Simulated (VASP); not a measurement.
Wanted: the native input for a VASP 6.6.1 run.

```
Task                   : single point
Functional             : LDA
Potentials or basis    : VASP PAW LDA potentials, release 64 (Li_sv, Mg)
Cutoff                 : 520 eV
k mesh                 : 9 × 9 × 5
Occupations            : methfessel-paxton, width 0.1 eV
Spin                   : no spin polarisation
Dipole correction      : no
Further INCAR settings : ALGO = Normal; EDIFF = 1e-07; NBANDS = 10
```

The structure of LiMg lies in POSCAR:

```
LiMg
1.0
    1.7246200000     -2.4619500000      0.0000000000
    1.7246200000      2.4619500000      0.0000000000
    0.0000000000      0.0000000000      4.8884100000
Li Mg
1 1
Direct
    0.0000000000      0.0000000000      0.0000000000
    0.5000000000      0.5000000000      0.5000000000
```

The cell comes from a database or a generator and needn't be the stable form of this composition.

The input as run:

INCAR

```
SYSTEM = LiMg
PREC     = Accurate       ! precision mode
ENCUT    = 520            ! plane-wave cutoff, eV
EDIFF    = 1E-7           ! SCF threshold, eV
ISMEAR   = 1              ! smearing method
SIGMA    = 0.1            ! smearing width, eV
LREAL    = .FALSE.        ! projectors in reciprocal space
LASPH    = .TRUE.         ! aspherical terms in the spheres
NELM     = 100            ! most SCF steps
ALGO     = Normal         ! electronic algorithm
ISIF     = 2              ! what is computed and relaxed
LWAVE    = .FALSE.        ! write WAVECAR
LCHARG   = .FALSE.        ! write CHGCAR
NBANDS   = 10             ! bands
```

KPOINTS

```
Automatic mesh
0
G
  9 9 5
  0 0 0
```

Potentials or basis: VASP PAW LDA potentials, release 64 (Li_sv, Mg).

Run with:

```sh
$ cat potpaw_LDA.64/Li_sv/POTCAR potpaw_LDA.64/Mg/POTCAR > POTCAR
$ mpirun -np 1 vasp_std > vasp.out
```

It gave:

```
Band gap on the k mesh : none (metal or under the smearing width)
```

Run time: 18 s on 1 thread of AMD EPYC 7R13 Processor (Zen 3), on a shared host, peak memory 0.12 GiB.
